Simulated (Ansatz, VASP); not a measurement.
# SiH2C (H-SiC-H chair bilayer, AA): VASP beside Ansatz, part 2 of 2

Wanted: the spread between two codes on one cell, functional and k mesh. Of the first pair: The structure shown is the start of the Ansatz relaxation below; VASP solves that cell, so the two are compared at the walk's first step.

VASP 6.6.1 and Ansatz 0.2.0.

So far: Starting point; Ansatz: relaxation, PBE with D3(BJ); VASP: single point, PBE with D3(BJ), start cell, pair 1.

## Step 3: VASP: single point, PBE with D3(BJ), start cell, pair 1 (continued)

Level of this step: PBE with D3(BJ); plane waves and PAW (H, C, Si) (VASP).

Numbers of over 12 decimals in the logs are rounded to 6 here.

OUTCAR, selected parts (step 3):

```text
ion  position               nearest neighbor table
   1  0.667  0.333  0.411-   5 1.07
   2  0.333  0.667  0.476-   7 1.42
   3  0.667  0.333  0.524-   6 1.07
   4  0.333  0.667  0.589-   8 1.42
   5  0.667  0.333  0.434-   1 1.07   7 1.89   7 1.89   7 1.89
   6  0.667  0.333  0.546-   3 1.07   8 1.89   8 1.89   8 1.89
   7  0.333  0.667  0.446-   2 1.42   5 1.89   5 1.89   5 1.89
   8  0.333  0.667  0.559-   4 1.42   6 1.89   6 1.89   6 1.89

  LATTYP: Found a hexagonal cell.
 ALAT       =     3.0855000000
 C/A-ratio  =    15.5652785610

 Subroutine GETGRP returns: Found  6 space group operations
 (whereof  6 operations were pure point group operations)

The static configuration has the point symmetry C_3v.

 Found     19 irreducible k-points:

   k-points           NKPTS =     19   k-points in BZ     NKDIM =     19   number of bands    NBANDS=     18

   dimension x,y,z NGX =    24 NGY =   24 NGZ =  360
   dimension x,y,z NGXF=    48 NGYF=   48 NGZF=  720

   ENCUT  =  520.0 eV  38.22 Ry    6.18 a.u.   5.74  5.74 89.30*2*pi/ulx,y,z

   NELECT =      20.0000    total number of electrons

 k-points in reciprocal lattice and weights: Automatic mesh
   0.00000000  0.00000000  0.00000000       0.007
   0.08333333 -0.00000000  0.00000000       0.042
   0.16666667  0.00000000  0.00000000       0.042
   0.25000000 -0.00000000  0.00000000       0.042
   0.33333333  0.00000000  0.00000000       0.042
   0.41666667  0.00000000  0.00000000       0.042
   0.50000000 -0.00000000  0.00000000       0.021
   0.08333333  0.08333333  0.00000000       0.042
   0.16666667  0.08333333  0.00000000       0.083
[...]
0.33333333  0.25000000  0.00000000       0.083
   0.33333333  0.33333333  0.00000000       0.014

 dipolmoment           0.000000      0.000000      0.125611 electrons x Angstroem

 average (electrostatic) potential at core
       1 -41.5972       2 -39.9106       3 -40.2263       4 -38.5356       5 -56.8826
       6 -55.5093       7 -92.0614       8 -90.6907

 E-fermi :  -1.6677

 k-point     1 :       0.0000    0.0000    0.0000
  band No.  band energies     occupation
    ...
      6      -5.7273      2.00000
      7      -4.1570      2.00000
      8      -4.1570      2.00000
      9      -2.7850      2.00000
     10      -2.7850      2.00000
     11      -0.5504      0.00000
     12       0.1632      0.00000
     13       0.4983      0.00000
     14       0.9902      0.00000
     15       1.5413      0.00000
    ...

 k-point     2 :       0.0833   -0.0000    0.0000
  band No.  band energies     occupation
    ...
      6      -5.6992      2.00000
      7      -4.7280      2.00000
      8      -4.3078      2.00000
      9      -3.3564      2.00000
     10      -2.9359      2.00000
     11      -0.4199      0.00000
     12       0.3089      0.00000
     13       0.6435      0.00000
     14       1.1344      0.00000
     15       1.6626      0.00000
    ...

 k-point     3 :       0.1667    0.0000    0.0000
  band No.  band energies     occupation
    ...
      6      -5.9960      2.00000
      7      -5.6412      2.00000
      8      -4.6776      2.00000
      9      -4.6146      2.00000
     10      -3.3057      2.00000
     11      -0.0501      0.00000
     12       0.7449      0.00000
     13       1.0756      0.00000
     14       1.5536      0.00000
     15       1.7527      0.00000
    ...

 Edisp (eV)   -0.78708

  Total       0.57156     0.57156     5.48768     0.00000     0.00000     0.00000
  in kB       2.31266     2.31266    22.20420     0.00000     0.00000     0.00000
  external pressure =        8.94 kB  Pullay stress =        0.00 kB

  energy-cutoff  :      520.00
  volume of cell :      395.97
      direct lattice vectors                 reciprocal lattice vectors
     3.085500000  0.000000000  0.000000000     0.324096581  0.187117275  0.000000000
    -1.542750000  2.672121000  0.000000000     0.000000000  0.374234550  0.000000000
     0.000000000  0.000000000 48.026667000     0.000000000  0.000000000  0.020821766

 POSITION                                       TOTAL-FORCE (eV/Angst)
 -----------------------------------------------------------------------------------
      1.54275      0.89071     19.75000        -0.000000      0.000000     -1.108915
      0.00000      1.78141     22.86333        -0.000000      0.000000      1.493927
      1.54275      0.89071     25.16333        -0.000000      0.000000     -1.119471
      0.00000      1.78141     28.27667        -0.000000      0.000000      1.479814
      1.54275      0.89071     20.82000         0.000000     -0.000000      1.730549
      1.54275      0.89071     26.23333        -0.000000      0.000000      1.709677
      0.00000      1.78141     21.44333        -0.000000      0.000000     -2.060916
      0.00000      1.78141     26.85667        -0.000000      0.000000     -2.124664
 -----------------------------------------------------------------------------------
    total drift:                               -0.000000      0.000015     -0.000159

  FREE ENERGIE OF THE ION-ELECTRON SYSTEM (eV)
  ---------------------------------------------------
  free  energy   TOTEN  =       -44.4653569793 eV

  energy  without entropy=      -44.4653569793  energy(sigma->0) =      -44.46535698

 vacuum level on the upper side and lower side of the slab         2.871         0.114

 total charge
# of ion       s       p       d       tot
------------------------------------------
    1        0.645   0.054   0.000   0.699
    2        0.615   0.016   0.000   0.631
    3        0.645   0.054   0.000   0.699
    4        0.615   0.016   0.000   0.631
    5        0.838   1.748   0.000   2.586
    6        0.838   1.748   0.000   2.586
    7        0.723   1.022   0.000   1.744
    8        0.722   1.021   0.000   1.744
--------------------------------------------------
tot          5.641   5.680   0.000  11.321

[... 3 further parts left out ...]
```

## Step 4: Comparison

Known differences besides the potentials themselves: Ansatz cuts the interaction across the vacuum, VASP repeats the sheet with a dipole correction (LDIPOL); the cutoff is 420 eV in Ansatz and 520 eV in VASP. Total energies have different zeros and are not compared.

Forces (eV/Å; atoms numbered as in POSCAR):

```csv
atom,"Ansatz x, y, z","VASP x, y, z"
H1,"0.000, 0.000, -1.084","0.000, 0.000, -1.109"
H2,"0.000, 0.000, 1.514","0.000, 0.000, 1.494"
H3,"0.000, 0.000, -1.095","0.000, 0.000, -1.119"
H4,"0.000, 0.000, 1.500","0.000, 0.000, 1.480"
C5,"0.000, 0.000, 1.711","0.000, 0.000, 1.731"
C6,"0.000, 0.000, 1.690","0.000, 0.000, 1.710"
Si7,"0.000, 0.000, -2.086","0.000, 0.000, -2.061"
Si8,"0.000, 0.000, -2.150","0.000, 0.000, -2.125"
```

The forces differ by 13 meV/Å r.m.s., which is 1.4 % of the r.m.s. force of 0.948 eV/Å (both taken over all components). Where the cell holds vacuum, a pressure given here is an average over it and none of the material.

## Step 5: Ansatz: relaxation, PBE with D3(BJ)

This run makes the geometry at which the two programs are then compared.

The structure compared here is the end of the Ansatz relaxation.

This is the run of step 2 again, met here at its other cell.

## Step 6: VASP: single point, PBE with D3(BJ), relaxed cell, pair 2

The same cell, functional, mesh and smearing now go to VASP, with its own data sets.

Contents of INCAR:

```
SYSTEM = SiH2C
PREC = Accurate
ENCUT = 520
EDIFF = 1E-06
NELM = 120
ISMEAR = -1
SIGMA = 0.05
LREAL = .FALSE.
ALGO = Normal
GGA = PE
IVDW = 12
NBANDS = 18
LORBIT = 11
LWAVE = .FALSE.
LCHARG = .FALSE.
ISIF = 2
LDIPOL = .TRUE.
IDIPOL = 3
DIPOL = 0.5 0.5 0.498
LVHAR = .TRUE.
LASPH = .TRUE.
GGA_COMPAT = .FALSE.
EFERMI = MIDGAP
NELMDL = -8
KPAR = 2
```

Contents of POSCAR:

```
SiH2C
1.0
    3.1088827769      0.0000000000      0.0000000000
   -1.5544413884      2.6923714622      0.0000000000
    0.0000000000      0.0000000000     48.0266666687
H C Si
4 2 2
Direct
    0.6666666667      0.3333333333      0.4168025146
    0.3333333334      0.6666666666      0.4829592881
    0.6666666667      0.3333333333      0.5174566301
    0.3333333334      0.6666666666      0.5835975761
    0.6666666667      0.3333333333      0.4398358380
    0.6666666667      0.3333333333      0.5404630176
    0.3333333334      0.6666666666      0.4518569185
    0.3333333334      0.6666666666      0.5524529810
```

Contents of KPOINTS:

```
Automatic mesh
0
Gamma
12 12 1
0 0 0
```

PAW data sets: H, C and Si (PBE family, release 64).

The run is started by

```console
$ mpirun -np 2 vasp_std
```

The log of the run:

```text
[... set-up lines as in an earlier step ...]
 entering main loop
       N       E                     dE             d eps       ncg     rms          rms(c)
DAV:   1     0.139112561979E+03    0.13911E+03   -0.63159E+03   716   0.751E+02
DAV:   2    -0.256318676018E+02   -0.16474E+03   -0.14282E+03  1054   0.156E+02
DAV:   3    -0.481665483105E+02   -0.22535E+02   -0.22391E+02   846   0.685E+01
DAV:   4    -0.490950224195E+02   -0.92847E+00   -0.92602E+00   978   0.175E+01
[...]
DAV:  26    -0.438403310750E+02   -0.21796E-05   -0.30480E-08   674   0.823E-04    0.133E-04
DAV:  27    -0.438403325553E+02   -0.14803E-05   -0.15781E-08   620   0.497E-04    0.821E-05
DAV:  28    -0.438403330425E+02   -0.48719E-06   -0.27159E-09   706   0.232E-04
   1 F= -.44663571E+02 E0= -.44663571E+02  d E =-.485686E-10
```

Parts of OUTCAR (step 6):

```text
 Edisp (eV)   -0.82324

  Total      -0.08706    -0.08706    -0.04011    -0.00000    -0.00000     0.00000
  in kB      -0.34700    -0.34700    -0.15986    -0.00000    -0.00000     0.00000
  external pressure =       -0.28 kB  Pullay stress =        0.00 kB

 POSITION                                       TOTAL-FORCE (eV/Angst)
 -----------------------------------------------------------------------------------
      1.55444      0.89746     20.01764         0.000000      0.000000     -0.028467
      0.00000      1.79491     23.19492         0.000000     -0.000000     -0.015187
      1.55444      0.89746     24.85172        -0.000000      0.000000     -0.028635
      0.00000      1.79491     28.02825        -0.000000      0.000000     -0.014448
      1.55444      0.89746     21.12385        -0.000000      0.000000      0.025504
      1.55444      0.89746     25.95664         0.000000      0.000000      0.025789
      0.00000      1.79491     21.70118         0.000000      0.000000      0.017762
      0.00000      1.79491     26.53248         0.000000     -0.000000      0.017682
 -----------------------------------------------------------------------------------
    total drift:                               -0.000000      0.000000     -0.000098

  FREE ENERGIE OF THE ION-ELECTRON SYSTEM (eV)
  ---------------------------------------------------
  free  energy   TOTEN  =       -44.6635713957 eV

  energy  without entropy=      -44.6635713956  energy(sigma->0) =      -44.66357140

[... 1 part as in an earlier step ...]

[... 2 further parts left out ...]
[key lines of the parts left out:]
E-fermi :  -1.9821
```

## Step 7: Comparison

Compared:

```csv
quantity,Ansatz,VASP,difference
gap on the k mesh (eV),2.091,2.093,-0.002
```

The largest component of a force difference here is 28 meV/Å. A gap on the mesh is an upper bound, since the band edges may lie between its points. Where the cell holds vacuum, a pressure given here is an average over it and none of the material.

## Step 8: Outcome

```
r.m.s. force difference (single point, PBE with D3(BJ), start cell, pair 1)   : 1.4 % of the r.m.s. force
r.m.s. force difference (single point, PBE with D3(BJ), relaxed cell, pair 2) : 12 meV/Å
```

What this shows: The r.m.s. force difference is 12 meV/Å (single point, PBE with D3(BJ), relaxed cell, pair 2), at about the 12 meV/Å picked in this series as the mark of a large difference. What causes the difference of the single point, PBE with D3(BJ), relaxed cell, pair 2 pair stays open here. Such differences can come from data sets, numerical settings and the points named under the comparisons, not from the functional's error against experiment.

[Lines on the potential files, build, host, timing and source positions are cut from VASP's logs without a mark.]

[Logs are printed without paths, hosts, clocks, repeated set-up lines and the standing remarks that a program may print on its own settings, such as how far it seeks lower states.]

[Hosts, paths, dates, database ids (printed as entryN), source tags and the programs' standing remarks are cut or masked in the printed files.]
